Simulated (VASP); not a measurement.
Here is the system:

```
Rb
1.0
   -2.68910     2.68910     2.68910
    2.68910    -2.68910     2.68910
    2.68910     2.68910    -2.68910
Rb
1
Direct
  0.00000   0.00000   0.00000
```

Level of theory: LDA (Ceperley-Alder, Perdew-Zunger), VASP's LDA PAW potentials (set 64) (plane waves; VASP). Numerical set-up: 400 eV cut-off, 9×9×9 Γ-centred mesh, first-order Methfessel-Paxton smearing of 0.10 eV, potentials Rb_sv.

**Question.** Predict the energy per atom (σ→0), band gap (on the k-mesh) with the smallest direct gap where there is one.

**Answer.** 
The band gap (on the k-mesh) comes out as none (metal, semimetal or under 0.01 eV) and the energy per atom (σ→0) is -1.062 eV/atom.

Only differences to runs with the same potentials and settings are physical.

The compound is Rb in the bcc structure. It was relaxed first, which changed the volume by -14 %. The start is the result of an earlier pass.
